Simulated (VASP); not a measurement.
OSZICAR of a VASP run on WSe₂ (space group P6_3/mmc):

File OSZICAR:
```
       N       E                     dE             d eps       ncg     rms          rms(c)
DAV:   1     0.392563484380E+03    0.39256E+03   -0.21821E+04  1004   0.109E+03
DAV:   2    -0.197249678519E+02   -0.41229E+03   -0.40161E+03  1046   0.342E+02
DAV:   3    -0.445881222230E+02   -0.24863E+02   -0.24710E+02  1070   0.792E+01
DAV:   4    -0.451866862757E+02   -0.59856E+00   -0.59660E+00  1097   0.124E+01
DAV:   5    -0.452031517342E+02   -0.16465E-01   -0.16455E-01  1096   0.192E+00    0.291E+01
DAV:   6    -0.436137174551E+02    0.15894E+01   -0.11459E+01  1000   0.184E+01    0.105E+01
DAV:   7    -0.433677251486E+02    0.24599E+00   -0.43508E+00   957   0.876E+00    0.561E+00
DAV:   8    -0.432171526621E+02    0.15057E+00   -0.62293E-01  1142   0.450E+00    0.112E+00
DAV:   9    -0.432188779669E+02   -0.17253E-02   -0.62203E-02  1151   0.124E+00    0.718E-01
DAV:  10    -0.432180454344E+02    0.83253E-03   -0.20917E-02  1141   0.901E-01    0.213E-01
DAV:  11    -0.432178261358E+02    0.21930E-03   -0.30351E-03  1123   0.333E-01    0.121E-01
DAV:  12    -0.432178222583E+02    0.38775E-05   -0.13706E-04  1124   0.591E-02    0.733E-02
DAV:  13    -0.432178398739E+02   -0.17616E-04   -0.91221E-05  1147   0.504E-02    0.333E-03
DAV:  14    -0.432178418554E+02   -0.19814E-05   -0.38125E-06   939   0.102E-02    0.594E-03
DAV:  15    -0.432178421657E+02   -0.31038E-06   -0.56456E-07   724   0.448E-03
   1 F= -.43217842E+02 E0= -.43217842E+02  d E =-.265270E-28
```

Problem. Which electronic solver shows in the log?

Solution. It is blocked Davidson (ALGO = Normal, or the opening steps of other solvers). The INCAR had ALGO = Normal.

Problem. Can the final energy be trusted as converged?

Solution. The run converged. It stopped with EDIFF = 1E-6, NELM = 100 (PBE GGA, plane waves, VASP's PBE PAW potentials (set 64)).

The structure comes from a computed database's WSe2 entry; how it stands against other phases isn't given here. The cell was not relaxed at this level.
